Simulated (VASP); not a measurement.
# The low-index faces of Mg, part 4 of 4

Aim: compare the low-index faces of Mg at one level of theory.

VASP 6.6.1; r2SCAN; plane waves and PAW (Mg).

So far. Step 4 (Surface relaxation, 8 atoms, face Mg(0001)): The run ended after 12 ionic steps, 0.008 eV below its first step, once the forces on the free atoms met EDIFFG = -0.03. Step 5 (Vacuum level and density of states, 8 atoms, face …): The vacuum level lies 3.76 eV above the Fermi level at the upper face; both faces agree, as the slab has next to no dipole.

**6. Surface relaxation, 12 atoms, face Mg(10-10)**

System of this step: Mg(10-10). The cell holds 12 atoms: 12 Mg. Cell: a = 3.172 Å, b = 5.152 Å, c = 29.650 Å, α = 90.0°, β = 90.0°, γ = 90.0°. It derives from Mg. 12 layers of hcp Mg, cut at this functional's lattice. Vacuum lies along c.

Input file INCAR:

```
SYSTEM = Mg
PREC = Normal
ENCUT = 320
EDIFF = 1E-05
NELM = 120
ISMEAR = 1
SIGMA = 0.15
LREAL = .FALSE.
ALGO = Normal
METAGGA = R2SCAN
LASPH = .TRUE.
NBANDS = 24
LORBIT = 11
LWAVE = .FALSE.
LCHARG = .FALSE.
KPAR = 4
IBRION = 2
NSW = 40
ISIF = 2
EDIFFG = -0.03
POTIM = 0.4
MAXMIX = 40
```

Input file POSCAR:

```
Mg
1.0
    3.1717537122      0.0000000000      0.0000000000
    0.0000000000      5.1516974568      0.0000000000
    0.0000000000      0.0000000000     29.6497028763
Mg
12
Direct
    0.0000000000      0.0000000000      0.2529536300
    0.5000000000      0.0000000000      0.3455960200
    0.5000000000      0.5000000000      0.2838344300
    0.0000000000      0.0000000000      0.4382384100
    0.0000000000      0.5000000000      0.3764768200
    0.5000000000      0.0000000000      0.5308808000
    0.5000000000      0.5000000000      0.4691192000
    0.0000000000      0.0000000000      0.6235231800
    0.0000000000      0.5000000000      0.5617615900
    0.5000000000      0.0000000000      0.7161655700
    0.5000000000      0.5000000000      0.6544039800
    0.0000000000      0.5000000000      0.7470463700
```

Input file KPOINTS:

```
Automatic mesh
0
Gamma
10 6 1
0 0 0
```

Potentials, in the order of the species: Mg (PBE family, release 64).

Launch:

```sh
$ mpirun -np 4 vasp_std
```

Log:

```text
[banner, memory and clock lines left out]
running    4 mpi-ranks, on    1 nodes
 distrk:  each k-point on    1 cores,    4 groups
 distr:  one band on    1 cores,    1 groups

 POSCAR found type information on POSCAR Mg
 POSCAR found :  1 types and      12 ions
 [... a notice as in an earlier step ...]

 LDA part: xc-table for (None), standard interpolation
 POSCAR, INCAR and KPOINTS ok, starting setup
 FFT: planning ... GRIDC
 FFT: planning ... GRID_SOFT
 FFT: planning ... GRID
 WAVECAR not read
 entering main loop
       N       E                     dE             d eps       ncg     rms          rms(c)
DAV:   1    -0.395500987299E+01   -0.39550E+01   -0.49902E+03  1152   0.471E+02
DAV:   2    -0.470128578225E+02   -0.43058E+02   -0.40651E+02  1544   0.758E+01
DAV:   3    -0.490094601005E+02   -0.19966E+01   -0.19510E+01  1568   0.158E+01
DAV:   4    -0.490629001153E+02   -0.53440E-01   -0.53415E-01  1560   0.315E+00
DAV:   5    -0.490647933447E+02   -0.18932E-02   -0.18932E-02  1832   0.575E-01    0.262E+00
DAV:   6    -0.485327805671E+02    0.53201E+00   -0.36634E+00  1392   0.538E+00    0.192E+00
DAV:   7    -0.482992079922E+02    0.23357E+00   -0.20558E+00  1368   0.452E+00    0.144E+00
DAV:   8    -0.483189316891E+02   -0.19724E-01   -0.35741E-01  1416   0.249E+00    0.280E-01
DAV:   9    -0.483194567925E+02   -0.52510E-03   -0.35787E-02  1328   0.706E-01    0.125E-01
DAV:  10    -0.483207803360E+02   -0.13235E-02   -0.36897E-03  1448   0.250E-01    0.463E-02
DAV:  11    -0.483215700263E+02   -0.78969E-03   -0.52681E-04  1320   0.101E-01    0.218E-02
DAV:  12    -0.483223308507E+02   -0.76082E-03   -0.30737E-04  1264   0.630E-02    0.111E-02
DAV:  13    -0.483226809638E+02   -0.35011E-03   -0.17707E-04  1288   0.368E-02    0.709E-03
DAV:  14    -0.483227973283E+02   -0.11636E-03   -0.55635E-05  1200   0.219E-02    0.393E-03
DAV:  15    -0.483228545232E+02   -0.57195E-04   -0.29975E-05  1176   0.189E-02    0.252E-03
DAV:  16    -0.483229033654E+02   -0.48842E-04   -0.65953E-06  1096   0.996E-03    0.132E-03
DAV:  17    -0.483229499032E+02   -0.46538E-04   -0.75178E-06  1120   0.929E-03    0.749E-04
DAV:  18    -0.483229676578E+02   -0.17755E-04   -0.15575E-06  1024   0.505E-03    0.524E-04
DAV:  19    -0.483229771461E+02   -0.94882E-05   -0.11433E-06   992   0.542E-03
   1 F= -.48322977E+02 E0= -.48322213E+02  d E =-.483230E+02
 curvature:   0.00 expect dE= 0.000E+00 dE for cont linesearch  0.000E+00
 trial: gam= 0.00000 g(F)=  0.314E-02 g(S)=  0.000E+00 ort = 0.000E+00 (trialstep = 0.100E+01)
 search vector abs. value=  0.314E-02
 bond charge predicted
       N       E                     dE             d eps       ncg     rms          rms(c)
DAV:   1    -0.483259842332E+02   -0.30166E-02   -0.46737E-03  1216   0.320E-01    0.122E-02
DAV:   2    -0.483260053430E+02   -0.21110E-04   -0.14016E-04  1504   0.515E-02    0.735E-03
DAV:   3    -0.483260075871E+02   -0.22441E-05   -0.15329E-05  1080   0.183E-02
   2 F= -.48326008E+02 E0= -.48325274E+02  d E =-.303044E-02
[...]
3 F= -.48333813E+02 E0= -.48333159E+02  d E =-.108362E-01
[...]
4 F= -.48344658E+02 E0= -.48344134E+02  d E =-.216812E-01
[...]
5 F= -.48346989E+02 E0= -.48346624E+02  d E =-.240114E-01
[...]
6 F= -.48349278E+02 E0= -.48348865E+02  d E =-.263012E-01
[...]
7 F= -.48351934E+02 E0= -.48351455E+02  d E =-.265576E-02
[...]
8 F= -.48352959E+02 E0= -.48352403E+02  d E =-.368062E-02
 curvature:  -5.88 expect dE=-0.891E-03 dE for cont linesearch -0.225E-05
 trial: gam= 0.16032 g(F)=  0.152E-03 g(S)=  0.000E+00 ort =-0.201E-04 (trialstep = 0.521E+01)
 search vector abs. value=  0.172E-03
 bond charge predicted
       N       E                     dE             d eps       ncg     rms          rms(c)
DAV:   1    -0.483534516929E+02   -0.49480E-03   -0.80239E-03  1192   0.415E-01    0.161E-02
DAV:   2    -0.483534667053E+02   -0.15012E-04   -0.42519E-04  1288   0.880E-02    0.748E-03
DAV:   3    -0.483534670072E+02   -0.30186E-06   -0.27791E-05  1352   0.255E-02
   9 F= -.48353467E+02 E0= -.48353018E+02  d E =-.508034E-03
 trial-energy change:   -0.000508  1 .order   -0.000513   -0.000772   -0.000254
 step:   7.7551(harm=  7.7551)  dis= 0.01055  next Energy=   -48.353534 (dE=-0.575E-03)
 reached required accuracy - stopping structural energy minimisation
```

The job ended after 8.1 min (4 MPI ranks of Intel Xeon Platinum 8259CL at 2.50GHz (Skylake/Cascade Lake), shared host; peak memory 1.1 GiB).

OUTCAR, selected parts (step 6):

```text
   k-points           NKPTS =     24   k-points in BZ     NKDIM =     24   number of bands    NBANDS=     24

   ENCUT  =  320.0 eV  23.52 Ry    4.85 a.u.   4.63  7.51 43.25*2*pi/ulx,y,z

   NELECT =      24.0000    total number of electrons

 E-fermi :  -0.0338

 k-point     1 :       0.0000    0.0000    0.0000
  band No.  band energies     occupation
    ...
     11      -0.9491      2.00000
     12      -0.7277      2.00000
     13      -0.4793      2.00022
     14      -0.1596      1.99856
     15      -0.0930      1.61354
     16       0.5577     -0.00000
     17       0.8402     -0.00000
     18       1.2539     -0.00000
     19       1.7064     -0.00000
     20       2.0353     -0.00000
    ...

  Total       -2.7705981     -0.3824196      0.0972250      0.0000000      0.0000000      0.0000000
  in kB       -9.1624995     -1.2646798      0.3215278      0.0000000      0.0000000      0.0000000
  external PRESSURE =      -3.3685505 kB  Pullay stress =       0.0000000 kB

 POSITION                                       TOTAL-FORCE (eV/Angst)
 -----------------------------------------------------------------------------------
      0.00000      0.00000      7.56549         0.000000      0.000000     -0.008123
      1.58588      0.00000     10.27015         0.000000      0.000000      0.001193
      1.58588      2.57585      8.29596         0.000000      0.000000      0.004556
      0.00000      0.00000     13.00195         0.000000      0.000000     -0.002450
      0.00000      2.57585     11.09254         0.000000      0.000000      0.001009
      1.58588      0.00000     15.77340         0.000000      0.000000      0.014483
      1.58588      2.57585     13.87630         0.000000      0.000000     -0.014483
      0.00000      0.00000     18.55716         0.000000      0.000000     -0.001009
      0.00000      2.57585     16.64775         0.000000      0.000000      0.002450
      1.58588      0.00000     21.35374         0.000000      0.000000     -0.004556
      1.58588      2.57585     19.37956         0.000000      0.000000     -0.001193
      0.00000      2.57585     22.08421         0.000000      0.000000      0.008123
 -----------------------------------------------------------------------------------
    total drift:                               -0.000000      0.000000      0.000000

  FREE ENERGIE OF THE ION-ELECTRON SYSTEM (eV)
  ---------------------------------------------------
  free  energy   TOTEN  =       -48.3534670072 eV

  energy  without entropy=      -48.3521185033  energy(sigma->0) =      -48.35301751

[... 1 part as in an earlier step ...]

[... 15 further parts left out ...]
```

CONTCAR:

```
Mg
   1.00000000000000
     3.1717537122000001    0.0000000000000000    0.0000000000000000
     0.0000000000000000    5.1516974568000000    0.0000000000000000
     0.0000000000000000    0.0000000000000000   29.6497028763000010
  Mg
    12
Direct
     0.0000000000000000    0.0000000000000000    0.2551624475365357
     0.5000000000000000    0.0000000000000000    0.3463828142048074
     0.5000000000000000    0.5000000000000000    0.2797990830100758
     0.0000000000000000    0.0000000000000000    0.4385188722692034
     0.0000000000000000    0.5000000000000000    0.3741198827622243
     0.5000000000000000    0.0000000000000000    0.5319917880595779
     0.5000000000000000    0.5000000000000000    0.4680082119404222
     0.0000000000000000    0.0000000000000000    0.6258801172377757
     0.0000000000000000    0.5000000000000000    0.5614811277307966
     0.5000000000000000    0.0000000000000000    0.7202009169899241
     0.5000000000000000    0.5000000000000000    0.6536171857951926
     0.0000000000000000    0.5000000000000000    0.7448375524634643
```

The run keeps the 8 symmetry operations of its start, so it cannot find a distortion of lower symmetry.

The steps of the relaxation:

```csv
step,energy less that of the first step (eV),largest force (eV/Å)
1,0.0000,0.1737
2,-0.0030,0.1587
3,-0.0108,0.1188
4,-0.0217,0.0712
5,-0.0240,0.1033
6,-0.0263,0.0906
7,-0.0290,0.0524
8,-0.0300,0.0336
9,-0.0305,0.0145
```

The atoms that moved most (Å):

```csv
atom,dx,dy,dz,length
Mg3,0.000,0.000,-0.120,0.120
Mg10,0.000,0.000,0.120,0.120
Mg8,0.000,0.000,0.070,0.070
Mg5,0.000,0.000,-0.070,0.070
Mg1,0.000,0.000,0.065,0.065
Mg12,0.000,0.000,-0.065,0.065
Mg7,0.000,0.000,-0.033,0.033
Mg6,0.000,0.000,0.033,0.033
```

Final coordinates:

```
Mg
1.0
     3.17175    0.00000    0.00000
     0.00000    5.15170    0.00000
     0.00000    0.00000   29.64970
Mg
12
Cartesian
  0.0000 0.0000 7.5655
  1.5859 0.0000 10.2701
  1.5859 2.5758 8.2960
  0.0000 0.0000 13.0020
  0.0000 2.5758 11.0925
  1.5859 0.0000 15.7734
  1.5859 2.5758 13.8763
  0.0000 0.0000 18.5572
  0.0000 2.5758 16.6477
  1.5859 0.0000 21.3537
  1.5859 2.5758 19.3796
  0.0000 2.5758 22.0842
```

This step gave:

- electronic cycles: 49
- electrons: 24
- free energy (TOTEN): -48.35 eV
- energy at zero smearing: -48.35 eV
- Fermi energy: -0.0338 eV

The run ended after 9 ionic steps, 0.030 eV below its first step, once the forces on the free atoms met EDIFFG = -0.03.

**7. Potential and states of the slab, 12 atoms, face Mg(10-10)**

Input file INCAR:

```
SYSTEM = Mg
PREC = Normal
ENCUT = 320
EDIFF = 1E-06
NELM = 120
ISMEAR = 1
SIGMA = 0.15
LREAL = .FALSE.
ALGO = Normal
METAGGA = R2SCAN
LASPH = .TRUE.
NBANDS = 24
LORBIT = 11
LWAVE = .FALSE.
LCHARG = .TRUE.
KPAR = 4
IDIPOL = 3
LDIPOL = .TRUE.
DIPOL = 0.5 0.5 0.5
LVHAR = .TRUE.
LVACPOTAV = .TRUE.
NEDOS = 1500
```

Input file POSCAR:

```
Mg
1.0
    3.1717537122      0.0000000000      0.0000000000
    0.0000000000      5.1516974568      0.0000000000
    0.0000000000      0.0000000000     29.6497028763
Mg
12
Direct
    0.0000000000      0.0000000000      0.2551624475
    0.5000000000      0.0000000000      0.3463828142
    0.5000000000      0.5000000000      0.2797990830
    0.0000000000      0.0000000000      0.4385188723
    0.0000000000      0.5000000000      0.3741198828
    0.5000000000      0.0000000000      0.5319917881
    0.5000000000      0.5000000000      0.4680082119
    0.0000000000      0.0000000000      0.6258801172
    0.0000000000      0.5000000000      0.5614811277
    0.5000000000      0.0000000000      0.7202009170
    0.5000000000      0.5000000000      0.6536171858
    0.0000000000      0.5000000000      0.7448375525
```

KPOINTS is that of step 6.

Launch:

```sh
$ mpirun -np 4 vasp_std
```

Log:

```text
[... set-up lines as in an earlier step ...]
 entering main loop
       N       E                     dE             d eps       ncg     rms          rms(c)
DAV:   1    -0.402074022474E+01   -0.40207E+01   -0.49909E+03  1152   0.471E+02
DAV:   2    -0.469804105950E+02   -0.42960E+02   -0.40541E+02  1520   0.758E+01
DAV:   3    -0.489891749485E+02   -0.20088E+01   -0.19551E+01  1528   0.158E+01
DAV:   4    -0.490454489117E+02   -0.56274E-01   -0.56247E-01  1568   0.324E+00
DAV:   5    -0.490474422055E+02   -0.19933E-02   -0.19933E-02  1792   0.591E-01    0.259E+00
DAV:   6    -0.484717620295E+02    0.57568E+00   -0.26162E+00  1352   0.477E+00    0.187E+00
DAV:   7    -0.483375990536E+02    0.13416E+00   -0.16331E+00  1352   0.411E+00    0.142E+00
DAV:   8    -0.483492681113E+02   -0.11669E-01   -0.36268E-01  1456   0.243E+00    0.261E-01
DAV:   9    -0.483499970718E+02   -0.72896E-03   -0.35566E-02  1280   0.716E-01    0.123E-01
DAV:  10    -0.483512298807E+02   -0.12328E-02   -0.37238E-03  1464   0.250E-01    0.474E-02
DAV:  11    -0.483520219512E+02   -0.79207E-03   -0.56365E-04  1288   0.107E-01    0.225E-02
DAV:  12    -0.483527806044E+02   -0.75865E-03   -0.31559E-04  1288   0.660E-02    0.114E-02
DAV:  13    -0.483531515225E+02   -0.37092E-03   -0.18806E-04  1280   0.370E-02    0.778E-03
DAV:  14    -0.483532744737E+02   -0.12295E-03   -0.65389E-05  1272   0.222E-02    0.393E-03
DAV:  15    -0.483533411500E+02   -0.66676E-04   -0.28212E-05  1280   0.185E-02    0.248E-03
DAV:  16    -0.483533997718E+02   -0.58622E-04   -0.78019E-06  1248   0.114E-02    0.133E-03
DAV:  17    -0.483534491183E+02   -0.49346E-04   -0.85532E-06  1240   0.934E-03    0.815E-04
DAV:  18    -0.483534664374E+02   -0.17319E-04   -0.13301E-06  1152   0.510E-03    0.555E-04
DAV:  19    -0.483534767958E+02   -0.10358E-04   -0.11151E-06  1120   0.510E-03    0.204E-04
DAV:  20    -0.483534787537E+02   -0.19580E-05   -0.52446E-07  1056   0.402E-03    0.102E-04
DAV:  21    -0.483534794745E+02   -0.72077E-06   -0.26929E-07  1024   0.288E-03
 [... a notice as in an earlier step ...]

   1 F= -.48353479E+02 E0= -.48353030E+02  d E =-.134981E-02
```

It took 2.5 min on 4 MPI ranks; peak memory 1.1 GiB; 9.8 min of CPU time.

Parts of OUTCAR (step 7):

```text
   NELECT =      24.0000    total number of electrons

 dipolmoment           0.000000      0.000000      0.000000 electrons x Angstroem

 E-fermi :  -0.0325

 k-point     1 :       0.0000    0.0000    0.0000
  band No.  band energies     occupation
    ...
     11      -0.9477      2.00000
     12      -0.7261      2.00000
     13      -0.4779      2.00022
     14      -0.1584      1.99899
     15      -0.0916      1.61337
     16       0.5589     -0.00000
     17       0.8417     -0.00000
     18       1.2551     -0.00000
     19       1.7077     -0.00000
     20       2.0368     -0.00000
    ...

  Total       -2.7718492     -0.3829056      0.0913508      0.0000000      0.0000000      0.0000000
  in kB       -9.1666370     -1.2662871      0.3021015      0.0000000      0.0000000      0.0000000
  external PRESSURE =      -3.3769409 kB  Pullay stress =       0.0000000 kB

 POSITION                                       TOTAL-FORCE (eV/Angst)
 -----------------------------------------------------------------------------------
      0.00000      0.00000      7.56549         0.000000      0.000000     -0.008072
      1.58588      0.00000     10.27015         0.000000      0.000000      0.001406
      1.58588      2.57585      8.29596         0.000000      0.000000      0.004693
      0.00000      0.00000     13.00195         0.000000      0.000000     -0.002420
      0.00000      2.57585     11.09254         0.000000      0.000000      0.000609
      1.58588      0.00000     15.77340         0.000000      0.000000      0.014266
      1.58588      2.57585     13.87630         0.000000      0.000000     -0.014266
      0.00000      0.00000     18.55716         0.000000      0.000000     -0.000609
      0.00000      2.57585     16.64775         0.000000      0.000000      0.002420
      1.58588      0.00000     21.35374         0.000000      0.000000     -0.004693
      1.58588      2.57585     19.37956         0.000000      0.000000     -0.001406
      0.00000      2.57585     22.08421         0.000000      0.000000      0.008072
 -----------------------------------------------------------------------------------
    total drift:                               -0.000000      0.000000      0.000000

  FREE ENERGIE OF THE ION-ELECTRON SYSTEM (eV)
  ---------------------------------------------------
  free  energy   TOTEN  =       -48.3534794745 eV

  energy  without entropy=      -48.3521296603  energy(sigma->0) =      -48.35302954

 vacuum level on the upper side and lower side of the slab         3.646         3.646

[... 9 parts as in an earlier step ...]

[... 8 further parts left out ...]
```

Numbers from this step:

| Property | Result |
| --- | --- |
| electronic cycles | 21 |
| Fermi energy | -0.0325 eV |
| vacuum levels | 3.646, 3.646 eV |
| work functions of the upper and lower face | 3.679, 3.679 eV |

The planar average of the electrostatic potential oscillates, so the rows of the table below give means over windows of 2.75 Å about each position, cut where the curve ends. Its maxima inside the range that stand out by 2 % of the span (Å: eV): 9.3: 0.069, 12.1: -0.137, 14.8: -0.212, 17.6: -0.137, 20.3: 0.069. Its minima: 7.9: -5.65, 10.7: -5.35, 13.4: -5.16, 16.2: -5.16, 19.0: -5.35, 21.7: -5.65.

Zero at the Fermi level. Planar average of the electrostatic potential against height; means over each step:

height (Å), planar average of the electrostatic potential (eV) and a bar from the least value:
```
     1.38       3.68 ##############################
     4.12       3.64 ##############################
     6.88      -0.83 #########
     9.62      -2.72 
    12.38      -2.75 
    15.12      -2.77 
    17.88      -2.79 
    20.62      -2.78 
    23.38       1.12 ##################
    26.12       3.67 ##############################
    28.88       3.68 ##############################
```

Density of states in the PAW spheres, an atom over height of the layer and energy from the Fermi level.

Ten even steps from '0' (0.000 states/eV) to '9' (0.084 states/eV), each cell a mean:
```
767777777767
977688886779
878776677878
788777777887
776777777677
998988889899
556666666655
887667766788
766766667667
667767767766
554456654455
654544445456
556655556655
444465564444
333333333333
345444444543
123334433321
234322223432
013333333310
001111111100
000000000000
000000000000
```
Columns: height of the layer (Å) from 7.6 to 22.1 (not evenly spaced); rows upwards: energy from the Fermi level (eV) from -7.9 to 0.5.

Valence density in the ca plane at fractional y = 0.000, with atoms of Mg within 0.2 Å of it. It is the smooth field of the valence electrons, not physical close to the nuclei.

Ten even steps from '0' (0.00 e/Å³) to '9' (0.11 e/Å³), each cell a mean:
```
99974224788889999974224688889986421000000000
99986557888777789886557888877776421000000000
78888889998643468888889998643455321000000000
57888999998522257888999998532234321000000000
68888999998532357888899998632245321000000000
89887778998755688887778988765565421000000000
99975335788888999975335788888886421000000000
99973224688889999973223688889986421000000000
```
Columns run along c (16.0 Å, from fractional 0.37 to 0.91 of the cell), rows up along a (3.2 Å). Atoms in or near the plane, at fractional coordinates: Mg at (0.44, 0.00), Mg at (0.53, 0.50), Mg at (0.63, 0.00), Mg at (0.72, 0.50).

The map of layer states is cut here 0.5 eV above the Fermi level, so it leaves out the states above that.

The vacuum level lies 3.68 eV above the Fermi level at the upper face; both faces agree, as the slab has next to no dipole.

The program found no field-free point at its default tolerance, but its printed level agrees with the flat part of the planar average.

On this mesh the fine structure of the density of states is sampling noise, and high empty states may be cut by the number of bands.

**8. The faces side by side**

This step: surfaces of a metal, r2SCAN; plane waves and PAW (VASP 6.6.1).

No new run; the numbers come from the runs before.

Symmetric slabs, all atoms free. All faces:

```csv
face,layers,area a surface atom (Å²),work function (eV),surface energy as cut (J/m²),surface energy relaxed (J/m²),change of the top spacing (%)
Mg(0001),8,8.712,3.761,0.6342,0.6269,0.16
Mg(10-10),12,16.34,3.679,0.7117,0.6968,-20.22
```

Each surface energy is the slab's energy less its number of atoms times the bulk energy of -4.1479 eV, over twice the cell's area.

**9. What came out**

| Item | Value |
| --- | --- |
| Mg(0001) | 0.63 J/m², 3.76 eV |
| Mg(10-10) | 0.70 J/m², 3.68 eV |

What this shows: The cheapest face is Mg(0001) at 0.63 J/m², against 0.70 for Mg(10-10). The work functions are 3.76 eV for Mg(0001) and 3.68 eV for Mg(10-10). The densest face has the highest work function, as the smoothing of the electron density over an open face lowers the surface dipole. The densest face is also the cheapest, since it cuts the fewest bonds an area. The top spacing changes by +0.2 % on Mg(0001) and -20.2 % on Mg(10-10). Of the two ends of the prism face, the one with the short outer spacing was run. One thickness was run for each face, and bulk and slab meshes don't match, which leaves some hundredths of a J/m². The cells are 1 × 1 and can't reconstruct.

[Lines on the potential files, build, host, timing and source positions are cut from VASP's logs without a mark.]

[Logs are printed without paths, hosts, clocks, repeated set-up lines and the standing remarks that a program may print on its own settings, such as how far it seeks lower states.]

[Hosts, paths, dates, database ids (printed as entryN), source tags and the programs' standing remarks are cut or masked in the printed files.]

[Runs that stopped without an error message from VASP are left out.]
